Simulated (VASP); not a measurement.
Data:

```
CELL_PARAMETERS angstrom
      1.45853    -2.52625     0.00000
      1.45853     2.52625     0.00000
      0.00000     0.00000     2.83996
ATOMIC_POSITIONS crystal
  W  0.00000 0.00000 0.00000
  C  0.33333 0.66667 0.50000
```

The numbers are results of r2SCAN meta-GGA, VASP's PBE PAW potentials (set 64) (plane waves; VASP), not measurements. Settings: 600 eV cut-off, 14×14×12 Γ-centred mesh, first-order Methfessel-Paxton smearing of 0.10 eV, potentials W_sv C.

Each relaxation starts from this cell; other phases were not tried.

Problem. The cell is relaxed at 2 GPa. What happens?

Solution. The volume per atom goes from 10.46 to 10.41 Å³ (-0.5 %), and the cell becomes a = 2.911 Å, b = 2.911 Å, c = 2.837 Å, α = 90.00°, β = 90.00°, γ = 120.00°, space group P-6m2.

Problem. The cell is relaxed at 10 GPa. What happens?

Solution. The volume per atom goes from 10.46 to 10.22 Å³ (-2.4 %), and the cell becomes a = b = 2.8913 Å, c = 2.8226 Å, α = β = 90.00°, γ = 120.00°, space group P-6m2.

Failed runs are left out, and for metals the shear rows, which the mesh's noise covers.

The compound is WC in the wc structure.
